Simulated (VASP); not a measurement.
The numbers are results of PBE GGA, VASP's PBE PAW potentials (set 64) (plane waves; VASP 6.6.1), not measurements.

The input files of a VASP run:

**KPOINTS**
```
kpoints
0
G
 9 9 3
```

**INCAR**
```
# general
SYSTEM   =  LaAl
PREC     =  Accurate
ENCUT    =  400   # plane-wave cut-off (eV)
LREAL    =  .False.   # projection in real space or not
LASPH    =  .True.   # aspherical one-centre terms

# electronic loop
EDIFF    =  1E-6   # SCF stop (eV)
NELM     =  100   # most electronic steps
ALGO     =  Normal
LMAXMIX  =  6   # l cut-off of mixed one-centre charges

# smearing
ISMEAR   =  1   # Methfessel-Paxton
SIGMA    =  0.1

# functional
GGA      =  PE

# ions
IBRION   =  2
NSW      =  60
ISIF     =  3   # ions, shape and volume
EDIFFG   =  -0.02   # ionic stop

# output
LWAVE    =  .False.
LCHARG   =  .False.
```

POSCAR:
```
LaAl
1
    3.5375485422     0.0000000000    -0.0000000000
   -1.7687742711     3.0636069069     0.0000000000
    0.0000000000    -0.0000000000    10.4315141660
La Al
2 2
Direct
  0.0000000000   0.0000000000   0.0000000000
  0.0000000000   0.0000000000   0.5000000000
  0.3333330000   0.6666670000   0.2500000000
  0.6666670000   0.3333330000   0.7500000000
```

POTCAR, in this order: La Al (PBE.64 set). Program: vasp_std.

Output

File OUTCAR:
```
 ion  position               nearest neighbor table
   1  0.000  0.000  0.000-   3 3.31   4 3.31   4 3.31   3 3.31   4 3.31   3 3.31
   2  0.000  0.000  0.500-   3 3.31   4 3.31   4 3.31   3 3.31   4 3.31   3 3.31
   3  0.333  0.667  0.250-   1 3.31   2 3.31   1 3.31   2 3.31   1 3.31   2 3.31
   4  0.667  0.333  0.750-   1 3.31   2 3.31   1 3.31   2 3.31   1 3.31   2 3.31
  LATTYP: Found a hexagonal cell.
 ALAT       =     3.5375485422
 C/A-ratio  =     2.9487974629
 Subroutine PRICEL returns:
 Original cell was already a primitive cell.
 Subroutine GETGRP returns: Found 24 space group operations
The static configuration has the point symmetry D_3d.
 The point group associated with its full space group is D_6h.
The dynamic configuration has the point symmetry D_3d.
 Subroutine INISYM returns: Found 24 space group operations
 Subroutine IBZKPT returns following result:
 Found     24 irreducible k-points:

 Following reciprocal coordinates:
            Coordinates               Weight
  0.000000  0.000000  0.000000      1.000000
  0.111111  0.000000  0.000000      6.000000
  0.222222 -0.000000  0.000000      6.000000
  0.333333  0.000000  0.000000      6.000000
  0.444444 -0.000000  0.000000      6.000000
  0.111111  0.111111  0.000000      6.000000
  0.222222  0.111111  0.000000     12.000000
  0.333333  0.111111  0.000000     12.000000
  0.444444  0.111111  0.000000      6.000000
  0.222222  0.222222  0.000000      6.000000
  0.333333  0.222222  0.000000     12.000000
  0.333333  0.333333  0.000000      2.000000
  0.000000  0.000000  0.333333      2.000000
  0.111111  0.000000  0.333333     12.000000
  0.222222 -0.000000  0.333333     12.000000
  0.333333  0.000000  0.333333     12.000000
  0.444444 -0.000000  0.333333     12.000000
  0.111111  0.111111  0.333333     12.000000
  0.222222  0.111111  0.333333     24.000000
  0.333333  0.111111  0.333333     24.000000
...
```

File OSZICAR:
```
       N       E                     dE             d eps       ncg     rms          rms(c)
DAV:   1     0.267499366269E+03    0.26750E+03   -0.82066E+03   864   0.154E+03
DAV:   2     0.270099107866E+02   -0.24049E+03   -0.23773E+03  1448   0.325E+02
DAV:   3    -0.141360071679E+02   -0.41146E+02   -0.39804E+02  1460   0.172E+02
DAV:   4    -0.175133687414E+02   -0.33774E+01   -0.32805E+01  1704   0.445E+01
DAV:   5    -0.178089114103E+02   -0.29554E+00   -0.27008E+00  1504   0.121E+01    0.478E+00
DAV:   6    -0.172573556378E+02    0.55156E+00   -0.37782E+00  1712   0.104E+01    0.240E+00
DAV:   7    -0.172424213405E+02    0.14934E-01   -0.18582E-01  1640   0.363E+00    0.134E+00
DAV:   8    -0.172416529006E+02    0.76844E-03   -0.79759E-02  1464   0.240E+00    0.257E-01
DAV:   9    -0.172426966336E+02   -0.10437E-02   -0.46874E-03  1664   0.714E-01    0.205E-01
DAV:  10    -0.172438189707E+02   -0.11223E-02   -0.31196E-03  1496   0.433E-01    0.732E-02
DAV:  11    -0.172438016244E+02    0.17346E-04   -0.49973E-04  1704   0.186E-01    0.263E-02
DAV:  12    -0.172438041691E+02   -0.25447E-05   -0.45007E-05  1696   0.552E-02    0.169E-02
DAV:  13    -0.172438002521E+02    0.39170E-05   -0.10067E-05  1592   0.368E-02    0.519E-03
DAV:  14    -0.172438021252E+02   -0.18731E-05   -0.54914E-07   648   0.970E-03    0.170E-03
DAV:  15    -0.172438017539E+02    0.37123E-06   -0.18809E-07   624   0.946E-03
   1 F= -.17243802E+02 E0= -.17242724E+02  d E =-.172438E+02
```

OUTCAR:
```
------------------------ aborting loop because EDIFF is reached ----------------------------------------
  FORCE on cell =-STRESS in cart. coord.  units (eV):
  Direction    XX          YY          ZZ          XY          YZ          ZX
  --------------------------------------------------------------------------------------
  Total        0.0378868      0.0378868      0.0556737      0.0000000      0.0000000      0.0000000
  in kB        0.5369276      0.5369276      0.7890010      0.0000000      0.0000000      0.0000000
  external PRESSURE =       0.6209521 kB  Pullay stress =       0.0000000 kB
  volume of cell :      113.05
      direct lattice vectors                 reciprocal lattice vectors
     3.537548542  0.000000000  0.000000000     0.282681633  0.163206317  0.000000000
    -1.768774271  3.063606907  0.000000000     0.000000000  0.326412634  0.000000000
     0.000000000  0.000000000 10.431514166     0.000000000  0.000000000  0.095863360
 POSITION                                       TOTAL-FORCE (eV/Angst)
 -----------------------------------------------------------------------------------
      0.00000      0.00000      0.00000        -0.000000      0.000000     -0.000000
      0.00000      0.00000      5.21576        -0.000000      0.000000     -0.000000
     -0.00000      2.04241      2.60788         0.000000     -0.000000     -0.000000
      1.76878      1.02120      7.82364        -0.000000      0.000000      0.000000
 -----------------------------------------------------------------------------------
    total drift:                                0.000000     -0.000000     -0.000000
  FREE ENERGIE OF THE ION-ELECTRON SYSTEM (eV)
  ---------------------------------------------------
  free  energy   TOTEN  =       -17.2438017539 eV

  energy  without entropy=      -17.2405682234  energy(sigma->0) =      -17.24272391

 reached required accuracy - stopping structural energy minimisation
```
(Selected blocks of OUTCAR.)

The structure was generated: LaAl was put into the NiAs type type (P6_3/mmc), which need not be its known phase. It was relaxed first, which changed the volume by -34 %. The start is the result of an earlier pass.
